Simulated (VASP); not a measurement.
Calculation: PBE GGA, VASP's PBE PAW potentials (set 64) (plane waves; VASP 6.6.1).

The input files of a VASP run:

KPOINTS:
```
Automatic mesh
0
Gamma
4 4 4
0 0 0
```

**POSCAR**
```
In4AsSb3
13.0545690
  0.5000000161   0.0000000000   0.0000000000
  0.0000000000   0.5000000161   0.0000000000
  0.0000000000   0.0000000000   0.5000000161
In Sb As
4 3 1
Cart
  0.0042056385   0.4957943776   0.4957943776
  0.2457943695   0.2542056466   0.4957943776
  0.2457943695   0.4957943776   0.2542056466
  0.0042056385   0.2542056466   0.2542056466
  0.1250000040   0.1250000040   0.1250000040
  0.3750000121   0.3750000121   0.1250000040
  0.3750000121   0.1250000040   0.3750000121
  0.1250000040   0.3750000121   0.3750000121
```

### INCAR
```
EDIFF=1E-6   ! SCF stop (eV)
LMAXMIX=4
LCHARG=.FALSE.
PREC=Accurate
ENCUT=400   ! plane-wave cut-off (eV)
SYSTEM=In4AsSb3
SIGMA=0.05   ! width (eV)
LREAL=.FALSE.   ! projection in real space or not
LWAVE=.TRUE.
GGA=PE   ! PBE
ISMEAR=0
ALGO=Normal
LASPH=.TRUE.   ! aspherical one-centre terms
NELM=100   ! most electronic steps
```

POTCAR, in this order: In_d Sb As (PBE.64 set). Program: vasp_std.

What VASP printed:

### OSZICAR
```
       N       E                     dE             d eps       ncg     rms          rms(c)
DAV:   1     0.603552711965E+03    0.60355E+03   -0.26829E+04   860   0.143E+03
DAV:   2     0.431292730388E+02   -0.56042E+03   -0.55211E+03   888   0.390E+02
DAV:   3    -0.254279634204E+02   -0.68557E+02   -0.67043E+02  1000   0.163E+02
DAV:   4    -0.288357588113E+02   -0.34078E+01   -0.33938E+01  1045   0.390E+01
DAV:   5    -0.289882477659E+02   -0.15249E+00   -0.15242E+00  1303   0.750E+00    0.778E+00
DAV:   6    -0.284728197709E+02    0.51543E+00   -0.11802E+00  1161   0.991E+00    0.452E+00
DAV:   7    -0.284411283503E+02    0.31691E-01   -0.55993E-01  1253   0.357E+00    0.123E+00
DAV:   8    -0.284403207203E+02    0.80763E-03   -0.63980E-02  1118   0.210E+00    0.529E-01
DAV:   9    -0.284425377417E+02   -0.22170E-02   -0.91061E-03  1042   0.684E-01    0.253E-01
DAV:  10    -0.284435783312E+02   -0.10406E-02   -0.17046E-03  1077   0.164E-01    0.114E-01
DAV:  11    -0.284438184829E+02   -0.24015E-03   -0.35323E-04  1018   0.106E-01    0.242E-02
DAV:  12    -0.284438423497E+02   -0.23867E-04   -0.80559E-05  1122   0.415E-02    0.187E-02
DAV:  13    -0.284438528483E+02   -0.10499E-04   -0.23679E-05   751   0.189E-02    0.820E-03
DAV:  14    -0.284438550489E+02   -0.22006E-05   -0.11349E-06   658   0.607E-03    0.398E-03
DAV:  15    -0.284438553163E+02   -0.26740E-06   -0.15922E-06   660   0.603E-03
   1 F= -.28443855E+02 E0= -.28442981E+02  d E =-.174881E-02
```

### OUTCAR
```
------------------------ aborting loop because EDIFF is reached ----------------------------------------
  FORCE on cell =-STRESS in cart. coord.  units (eV):
  Direction    XX          YY          ZZ          XY          YZ          ZX
  --------------------------------------------------------------------------------------
  Total       -0.0757392     -0.0757392     -0.0757392      0.0000000     -0.0000000     -0.0000000
  in kB       -0.4363488     -0.4363488     -0.4363488      0.0000000     -0.0000000     -0.0000000
  external PRESSURE =      -0.4363488 kB  Pullay stress =       0.0000000 kB
  volume of cell :      278.10
      direct lattice vectors                 reciprocal lattice vectors
     6.527284710  0.000000000  0.000000000     0.153203061  0.000000000  0.000000000
     0.000000000  6.527284710  0.000000000     0.000000000  0.153203061  0.000000000
     0.000000000  0.000000000  6.527284710     0.000000000  0.000000000  0.153203061
 POSITION                                       TOTAL-FORCE (eV/Angst)
 -----------------------------------------------------------------------------------
      0.05490      6.47238      6.47238         0.000072     -0.000072     -0.000072
      3.20874      3.31855      6.47238        -0.000072      0.000072     -0.000072
      3.20874      6.47238      3.31855        -0.000072     -0.000072      0.000072
      0.05490      3.31855      3.31855         0.000072      0.000072      0.000072
      1.63182      1.63182      1.63182        -0.000000      0.000000     -0.000000
      4.89546      4.89546      1.63182         0.000000      0.000000     -0.000000
      4.89546      1.63182      4.89546         0.000000     -0.000000      0.000000
      1.63182      4.89546      4.89546        -0.000000     -0.000000      0.000000
 -----------------------------------------------------------------------------------
    total drift:                               -0.000000     -0.000000     -0.000000
  FREE ENERGIE OF THE ION-ELECTRON SYSTEM (eV)
  ---------------------------------------------------
  free  energy   TOTEN  =       -28.4438553163 eV

  energy  without entropy=      -28.4421065019  energy(sigma->0) =      -28.44298091
```
(Selected blocks of OUTCAR.)

The structure was generated: In4AsSb3 was put into an ordered model structure (P-43m), which need not be its known phase. It was relaxed first, which changed the volume by +7 %.
